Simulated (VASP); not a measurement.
Crystal: ScF3.

```xyz
4
Lattice="4.0125 0.0000 0.0000 0.0000 4.0125 0.0000 0.0000 0.0000 4.0125" Properties=species:S:1:pos:R:3 pbc="T T T"
Sc    0.0000    0.0000    0.0000
F     2.0062    0.0000    0.0000
F     0.0000    2.0062    0.0000
F     0.0000    0.0000    2.0062
```

```yaml
Program: VASP 6.6.1
Task: relaxation of cell and atoms
Functional: LDA
Potentials_or_basis: VASP PAW LDA potentials, release 64 (Sc_sv, F)
Cutoff: 520 eV
k_mesh: 8 × 8 × 8
Occupations: gaussian, width 0.02 eV
Spin: no spin polarisation
```

At the start: pressure -2.3 GPa; volume 16.15 Å³/atom.

Q: Where does the relaxation end?

A: Over 3 steps the energy falls by 2.6 meV/atom and the volume is 15.79 Å³/atom (-2.2 %); space group Pm-3m (No. 221, to 0.05 Å).

Step by step:
```csv
step,energy change (eV),largest force (eV/Å),pressure (GPa),volume (Å³)
1,0.0000,0.0000,-2.33,64.60
2,-0.0075,0.0000,1.32,62.42
3,-0.0105,0.0000,-0.02,63.17
```

Final structure:
```xyz
4
Lattice="3.9827 0.0000 0.0000 0.0000 3.9827 0.0000 0.0000 0.0000 3.9827" Properties=species:S:1:pos:R:3 pbc="T T T"
Sc    0.0000    0.0000    0.0000
F     1.9913    0.0000    0.0000
F     0.0000    1.9913    0.0000
F     0.0000    0.0000    1.9913
```
